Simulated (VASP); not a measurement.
# CaHf with PBEsol: from relaxation to properties, part 3 of 3

What structure does CaHf take at this level, and what are its properties? The cell is invented: it takes the structure of a Materials Project entry for MgSn (space group 187 there), with all of its atoms replaced by other elements, volume scaled by an estimate. It may not be a known or stable phase.

VASP 6.6.1; PBEsol; plane waves and PAW (Hf_pv, Ca_sv); invented cell.

Still holding for the runs below: The k-mesh is coarse for a metal.

So far. Step 3 (Full relaxation (PBEsol)): It ends with forces that vanish by symmetry and a pressure of 0.03 GPa. Step 4 (Density, ELF and potential (PBEsol)): In this run the pressure is -0.02 GPa, small enough to go on. The relaxed cell has a = 3.224, c = 5.816 Å (conventional setting).

## 5. Band structure (PBEsol)

Levels along the symmetry lines show where the bands peak and cross; KPOINTS_OPT computes them in the converged potential.

File INCAR:

```
SYSTEM = CaHf
PREC = Accurate
ENCUT = 400
EDIFF = 1E-06
NELM = 100
ISMEAR = 1
SIGMA = 0.2
LREAL = .FALSE.
ALGO = Normal
GGA = PS
NBANDS = 22
LORBIT = 11
LWAVE = .FALSE.
LCHARG = .FALSE.
```

File POSCAR:

```
CaHf
1.0
    3.2242078421      0.0000000000      0.0000000000
   -1.6121039210      2.7922457866      0.0000000000
    0.0000000000      0.0000000000      5.8161225365
Hf Ca
1 1
Direct
    0.6666666700      0.3333333300      0.5000000000
    0.0000000000      0.0000000000      0.0000000000
```

File KPOINTS:

```
Automatic mesh
0
Gamma
7 7 4
0 0 0
```

File KPOINTS_OPT:

```
Line mode
16
Line-mode
Reciprocal
  0.00000000   0.00000000   0.00000000 GAMMA
  0.50000000   0.00000000   0.00000000 M

  0.50000000   0.00000000   0.00000000 M
  0.33333333   0.33333333   0.00000000 K

  0.33333333   0.33333333   0.00000000 K
  0.00000000   0.00000000   0.00000000 GAMMA

  0.00000000   0.00000000   0.00000000 GAMMA
  0.00000000   0.00000000   0.50000000 A

  0.00000000   0.00000000   0.50000000 A
  0.50000000   0.00000000   0.50000000 L

  0.50000000   0.00000000   0.50000000 L
  0.33333333   0.33333333   0.50000000 H

  0.33333333   0.33333333   0.50000000 H
  0.00000000   0.00000000   0.50000000 A

  0.50000000   0.00000000   0.50000000 L
  0.50000000   0.00000000   0.00000000 M

  0.33333333   0.33333333   0.00000000 K
  0.33333333   0.33333333   0.50000000 H
```

PAW data sets: Hf_pv and Ca_sv (PBE family, release 64).

Started as:

```sh
$ mpirun -np 1 vasp_std
```

The log of the run:

```text
[... set-up lines as in an earlier step ...]
 entering main loop
       N       E                     dE             d eps       ncg     rms          rms(c)
DAV:   1     0.105155676205E+03    0.10516E+03   -0.87616E+03  1064   0.712E+02
DAV:   2    -0.892761549630E+01   -0.11408E+03   -0.11078E+03  1248   0.222E+02
DAV:   3    -0.124243038808E+02   -0.34967E+01   -0.34592E+01  1462   0.323E+01
DAV:   4    -0.125547645134E+02   -0.13046E+00   -0.13031E+00  1442   0.517E+00
DAV:   5    -0.125559169642E+02   -0.11525E-02   -0.11524E-02  1432   0.478E-01    0.312E+01
DAV:   6    -0.120085487044E+02    0.54737E+00   -0.81489E+00  1298   0.615E+00    0.271E+01
DAV:   7    -0.117408389678E+02    0.26771E+00   -0.27880E+00  1304   0.360E+00    0.105E+01
DAV:   8    -0.116880834364E+02    0.52756E-01   -0.24691E-01  1236   0.183E+00    0.169E+00
DAV:   9    -0.116793997329E+02    0.86837E-02   -0.57883E-02  1256   0.723E-01    0.134E+00
DAV:  10    -0.116789543453E+02    0.44539E-03   -0.40675E-03  1276   0.198E-01    0.159E-01
DAV:  11    -0.116789673649E+02   -0.13020E-04   -0.19607E-04  1376   0.550E-02    0.775E-02
DAV:  12    -0.116789546168E+02    0.12748E-04   -0.82495E-05  1272   0.354E-02    0.131E-02
DAV:  13    -0.116789537792E+02    0.83764E-06   -0.34785E-06  1242   0.763E-03
   1 F= -.11678954E+02 E0= -.11680322E+02  d E =0.410530E-02
 Start KPOINTS_OPT (optional k-point list driver)
k-point batch [1-24\144]
       N       E                     dE             ncg
DAV:   1    -0.503922132777E+04   -0.15441E+05     1056
DAV:   2    -0.785106960436E+04   -0.28118E+04     1240
DAV:   3    -0.794924196549E+04   -0.98172E+02     1454
DAV:   4    -0.795319390438E+04   -0.39519E+01     1448
DAV:   5    -0.795325364482E+04   -0.59740E-01     1404
DAV:   6    -0.795325467067E+04   -0.10258E-02     1450
DAV:   7    -0.795325469850E+04   -0.27832E-04     1182
DAV:   8    -0.795325469994E+04   -0.14381E-05      860
DAV:   9    -0.795325470003E+04   -0.96476E-07      884
[...]
k-point batch [121-144\144]
       N       E                     dE             ncg
DAV:   1    -0.505072920328E+04   -0.22441E+05     1056
DAV:   2    -0.773870429083E+04   -0.26880E+04     1176
DAV:   3    -0.781892190169E+04   -0.80218E+02     1374
DAV:   4    -0.782319412294E+04   -0.42722E+01     1590
DAV:   5    -0.782325654145E+04   -0.62419E-01     1388
DAV:   6    -0.782325736522E+04   -0.82377E-03     1496
DAV:   7    -0.782325737327E+04   -0.80566E-05     1294
DAV:   8    -0.782325737332E+04   -0.48672E-07      954
```

The job ended after 28 s (1 MPI rank of Intel Xeon 6975P-C (Granite Rapids), shared host; peak memory 0.16 GiB).

Parts of OUTCAR (step 5):

```text
   k-points           NKPTS =     24   k-points in BZ     NKDIM =     24   number of bands    NBANDS=     22

   NELECT =      20.0000    total number of electrons

 E-fermi :   3.7152

 k-point     1 :       0.0000    0.0000    0.0000
  band No.  band energies     occupation
    ...
      6     -17.7443      2.00000
      7     -17.7443      2.00000
      8      -2.1213      2.00000
      9       1.3860      2.00000
     10       3.7093      1.04984
     11       5.3030     -0.00000
     12       5.4004     -0.00000
     13       5.4004     -0.00000
     14       7.1032     -0.00000
     15       7.1032     -0.00000
    ...

  Total        0.0013659      0.0013659     -0.0145547      0.0000000      0.0000000      0.0000000
  in kB        0.0417943      0.0417943     -0.4453525      0.0000000      0.0000000      0.0000000
  external PRESSURE =      -0.1205880 kB  Pullay stress =       0.0000000 kB

 POSITION                                       TOTAL-FORCE (eV/Angst)
 -----------------------------------------------------------------------------------
      1.61210      0.93075      2.90806         0.000000      0.000000      0.000000
      0.00000      0.00000      0.00000        -0.000000     -0.000000      0.000000
 -----------------------------------------------------------------------------------
    total drift:                               -0.000005      0.000003     -0.000000

  FREE ENERGIE OF THE ION-ELECTRON SYSTEM (eV)
  ---------------------------------------------------
  free  energy   TOTEN  =       -11.6789537792 eV

  energy  without entropy=      -11.6830590759  energy(sigma->0) =      -11.68032221

[... 8 parts as in an earlier step ...]

[... 8 further parts left out ...]
```

Spin-orbit coupling is off here; with elements this heavy it splits and shifts levels by tenths of an eV or more.

Numbers from this step:

```
bands    : 22
pressure : -0.01206 GPa
```

The electronic bands at the labelled points (eV, zero at the Fermi level; # counts the bands kept, so #1 is VASP's band 8):

```tsv
point	#1	#2	#3	#4	#5	#6	#7
Γ	-5.84	-2.33	-0.01	1.59	1.68	1.68	3.39
0.47 of the way	-4.43	-1.16	-0.58	0.48	1.88	2.52	2.99
M	-2.34	-1.11	-0.83	0.22	1.33	2.00	2.42
0.47 of the way	-1.76	-0.91	-0.55	0.06	1.13	2.03	2.11
K	-0.51	-0.47	-0.41	-0.36	0.52	1.82	2.34
0.47 of the way	-3.51	-0.74	-0.44	-0.09	1.75	1.92	2.69
Γ	-5.84	-2.33	-0.01	1.59	1.68	1.68	3.39
0.47 of the way	-5.59	-2.69	-0.09	1.52	1.66	1.66	3.16
A	-5.16	-3.29	-0.10	1.40	1.64	1.64	2.99
0.47 of the way	-3.81	-2.38	0.00	0.69	0.93	2.20	2.96
L	-2.40	-1.61	-0.23	0.45	1.24	2.04	3.00
0.47 of the way	-1.81	-1.28	-0.06	0.72	0.75	1.12	3.08
H	-0.41	-0.30	-0.25	-0.25	0.01	1.13	2.95
0.47 of the way	-2.96	-1.90	-0.11	0.48	0.91	1.74	2.94
A	-5.16	-3.29	-0.10	1.40	1.64	1.64	2.99
jump to L	-2.40	-1.61	-0.23	0.45	1.24	2.04	3.00
0.47 of the way	-2.39	-1.43	-0.16	-0.09	1.53	1.93	2.68
M	-2.34	-1.11	-0.83	0.22	1.33	2.00	2.42
jump to K	-0.51	-0.47	-0.41	-0.36	0.52	1.82	2.34
0.53 of the way	-0.45	-0.38	-0.36	-0.31	0.27	1.40	2.49
H	-0.41	-0.30	-0.25	-0.25	0.01	1.13	2.95
```

Of the projections kept (Hf, Ca), the largest for each band there; the rest of the weight can lie on other orbitals:

```tsv
point	#1	#2	#3	#4	#5	#6	#7
Γ	Hf 0.86	Hf 0.67	Hf 0.77	Ca 0.51	Hf 0.99	Hf 0.99	Ca 0.98
M	Hf 0.94	Hf 0.82	Ca 0.55	Hf 0.80	Ca 0.58	Ca 0.54	Hf 0.77
K	Hf 0.75	Hf 0.89	Hf 0.86	Hf 0.61	Hf 0.96	Ca 0.78	Ca 0.62
Γ	Hf 0.86	Hf 0.67	Hf 0.77	Ca 0.51	Hf 0.99	Hf 0.99	Ca 0.98
A	Hf 0.94	Ca 0.63	Hf 0.94	Ca 0.79	Hf 0.98	Hf 0.98	Ca 0.69
L	Hf 0.91	Hf 0.75	Hf 0.73	Ca 0.76	Hf 0.95	Ca 0.69	Hf 0.99
```

There is no gap at this level.

## 6. Total and projected DOS (PBEsol)

Here the states are counted by energy and projected on the atoms. The mesh is finer than in the run before.

Edit INCAR of step 5 so:

```diff
@@ -5,3 +5,3 @@
 NELM = 100
-ISMEAR = 1
+ISMEAR = -5
 SIGMA = 0.2
@@ -14 +14,2 @@
 LCHARG = .FALSE.
+NEDOS = 2001
```

POSCAR is that of step 5.

File KPOINTS:

```
Automatic mesh
0
Gamma
10 10 5
0 0 0
```

Started as:

```sh
$ mpirun -np 1 vasp_std
```

The log of the run:

```text
[... set-up lines as in an earlier step ...]
 entering main loop
       N       E                     dE             d eps       ncg     rms          rms(c)
DAV:   1     0.108123106108E+03    0.10812E+03   -0.88231E+03  1856   0.716E+02
DAV:   2    -0.841970553708E+01   -0.11654E+03   -0.11308E+03  2114   0.224E+02
DAV:   3    -0.123969985426E+02   -0.39773E+01   -0.39195E+01  2578   0.336E+01
DAV:   4    -0.125341853721E+02   -0.13719E+00   -0.13691E+00  2492   0.512E+00
DAV:   5    -0.125356647540E+02   -0.14794E-02   -0.14767E-02  2540   0.502E-01    0.314E+01
DAV:   6    -0.119697450539E+02    0.56592E+00   -0.79226E+00  2316   0.600E+00    0.266E+01
DAV:   7    -0.117425746502E+02    0.22717E+00   -0.30482E+00  2336   0.375E+00    0.835E+00
DAV:   8    -0.116755373241E+02    0.67037E-01   -0.32042E-01  2160   0.179E+00    0.168E+00
DAV:   9    -0.116710086291E+02    0.45287E-02   -0.54766E-02  2244   0.685E-01    0.154E+00
DAV:  10    -0.116702447669E+02    0.76386E-03   -0.78902E-03  2204   0.233E-01    0.132E-01
DAV:  11    -0.116701167215E+02    0.12805E-03   -0.36677E-04  2256   0.585E-02    0.147E-01
DAV:  12    -0.116701951034E+02   -0.78382E-04   -0.19325E-04  2432   0.334E-02    0.410E-02
DAV:  13    -0.116701725265E+02    0.22577E-04   -0.10593E-05  2346   0.112E-02    0.135E-02
DAV:  14    -0.116701759377E+02   -0.34112E-05   -0.54371E-07  1590   0.411E-03    0.287E-03
DAV:  15    -0.116701768036E+02   -0.86592E-06   -0.13991E-07  1308   0.203E-03
   1 F= -.11670177E+02 E0= -.11670177E+02  d E =0.000000E+00
 -----------------------------------------------------------------------------
|                                                                             |
|           W    W    AA    RRRRR   N    N  II  N    N   GGGG   !!!           |
|           W    W   A  A   R    R  NN   N  II  NN   N  G    G  !!!           |
|           W    W  A    A  R    R  N N  N  II  N N  N  G       !!!           |
|           W WW W  AAAAAA  RRRRR   N  N N  II  N  N N  G  GGG   !            |
|           WW  WW  A    A  R   R   N   NN  II  N   NN  G    G                |
|           W    W  A    A  R    R  N    N  II  N    N   GGGG   !!!           |
|                                                                             |
|     Tetrahedron method does not include variations of the Fermi             |
|     occupations, so forces and stress will be inaccurate. We suggest        |
|     using a different smearing scheme ISMEAR = 1 or 2 for metals in         |
|     relaxations.                                                            |
|                                                                             |
 -----------------------------------------------------------------------------
```

Wall time 14 s (1 MPI rank); peak memory 0.18 GiB.

From OUTCAR (step 6):

```text
   k-points           NKPTS =     42   k-points in BZ     NKDIM =     42   number of bands    NBANDS=     22

   NELECT =      20.0000    total number of electrons

 E-fermi :   3.6904

 k-point     1 :       0.0000    0.0000    0.0000
  band No.  band energies     occupation
    ...
      6     -17.7657      2.00000
      7     -17.7657      2.00000
      8      -2.1111      2.00000
      9       1.3881      2.00000
     10       3.7081      1.93439
     11       5.3013      0.00000
     12       5.4310      0.00000
     13       5.4310      0.00000
     14       7.0834      0.00000
     15       7.0834      0.00000
    ...

  Total       -0.1266322     -0.1266322      0.0859516     -0.0000000      0.0000000      0.0000000
  in kB       -3.8747582     -3.8747579      2.6299904     -0.0000000      0.0000000      0.0000000
  external PRESSURE =      -1.7065086 kB  Pullay stress =       0.0000000 kB

 POSITION                                       TOTAL-FORCE (eV/Angst)
 -----------------------------------------------------------------------------------
      1.61210      0.93075      2.90806        -0.000000      0.000000      0.000000
      0.00000      0.00000      0.00000         0.000000     -0.000000      0.000000
 -----------------------------------------------------------------------------------
    total drift:                               -0.000005      0.000003     -0.000000

  FREE ENERGIE OF THE ION-ELECTRON SYSTEM (eV)
  ---------------------------------------------------
  free  energy   TOTEN  =       -11.6701768036 eV

  energy  without entropy=      -11.6701768036  energy(sigma->0) =      -11.67017680

[... 6 parts as in an earlier step ...]

[... 10 further parts left out ...]
```

With tetrahedra the forces and stress of a metal are not exact derivatives of the energy.

Numbers from this step:

* SCF cycles: 15
* irreducible k-points: 42
* free energy (TOTEN): -11.67 eV
* Fermi energy: 3.690 eV
* pressure: -0.1707 GPa
* DOS at the Fermi level: 2.310 states/eV/cell

The density of states has structure finer than the step of the table below, so its rows give means over 1 eV, whole bins alone (the curve runs from -12.0 to 5.23 eV). Peaks (eV: height): total -0.3: 6.04, 0.5: 4.11, 1.8: 4.24, 2.7: 4.00; Hf d -0.3: 2.34, 0.5: 1.30, 2.8: 1.59, 4.4: 1.19; Ca d 1.8: 1.23, 2.7: 1.01, 4.4: 1.26, 5.1: 1.43; Hf p -0.3: 0.507, 0.5: 0.408, 1.4: 0.297, 1.9: 0.180.

States under -12.0 eV and over 5.2 eV are left out. Table of density of states by energy, zero at the Fermi level; means over each step; values in states/eV/cell:

```tsv
energy (eV)	total	Hf d	Ca d	Hf p
-7	0	0	0	0
-6	0.0145	1.1e-4	1.7e-5	1.2e-4
-5	0.243	0.00316	5.8e-4	0.00684
-4	0.338	0.00829	0.00274	0.0202
-3	0.596	0.0513	0.0120	0.0428
-2	1.28	0.242	0.0444	0.0765
-1	1.87	0.562	0.129	0.0866
0	2.96	0.980	0.281	0.277
1	2.45	0.783	0.403	0.177
2	2.61	0.670	0.725	0.0965
3	2.23	0.962	0.548	0.0295
4	2.12	0.757	0.769	0.0425
```

The finer mesh and the other smearing move the Fermi level by -0.02 eV from the 7×7×4 run, a small shift, which tests the Fermi level alone. Of the states within 0.3 eV of the Fermi level, the largest shares in the PAW spheres are Hf d 33 %, Hf p 9 % and Ca d 9 %. The rest lies in smaller channels or between the spheres.

## 7. Summary of results

| Property | Result |
| --- | --- |
| relaxed volume | 26.18 Å³/atom |
| relaxed conventional cell a, b, c | 3.224, 3.224, 5.816 Å; angles 90.0, 90.0, 120.0° |
| space group after relaxing, within 0.02 Å | P-6m2 (No. 187) |
| band gap | none, a metal |
| DOS at the Fermi level | 2.31 states/eV/cell |

With PBEsol, CaHf relaxes to 26.18 Å³/atom in space group P-6m2 (held by the symmetry of the run) and comes out as a metal. Band structure (PBEsol): Of the bands kept, 2 cross the Fermi level on this path. Spin-orbit coupling is left out, and with elements this heavy it would split and shift bands near the Fermi level. The k-sampling is coarse for a metal, so the Fermi level, pressures and the shape of the cell carry errors. No search among competing phases was made. All values are for a static lattice at zero temperature.

[Lines on the potential files, build, host, timing and source positions are cut from VASP's logs without a mark.]

[Logs are printed without paths, hosts, clocks, repeated set-up lines and the standing remarks that a program may print on its own settings, such as how far it seeks lower states.]

[Hosts, paths, dates, database ids (printed as entryN), source tags and the programs' standing remarks are cut or masked in the printed files.]

[A measured line is paired with the nearest computed mode of its activity, which favours agreement.]
